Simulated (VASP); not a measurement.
Given:

```
CELL_PARAMETERS angstrom
      0.00000     2.70767     2.70767
      2.70767     0.00000     2.70767
      2.70767     2.70767     0.00000
ATOMIC_POSITIONS crystal
  Ga 0.00000 0.00000 0.00000
  P  0.25000 0.25000 0.25000
```

The numbers are results of PBE GGA with D3 dispersion (zero damping), VASP's PBE PAW potentials (set 64) (plane waves; VASP 6.6.1), not measurements. Numerical set-up: 520 eV cut-off, 8×8×8 Γ-centred mesh, Gaussian smearing of 0.050 eV, potentials Ga_d P.

Question: Give the stress tensor in GPa (positive for a compressed cell).

Answer: 
```
2.60  0.00  0.00
0.00  2.60  0.00
0.00  0.00  2.60
```
The pressure is its mean diagonal, 2.60 GPa.

The compound is GaP in the zinc blende structure. This cell is one point of a volume scan, at 0.97 of the reference volume.
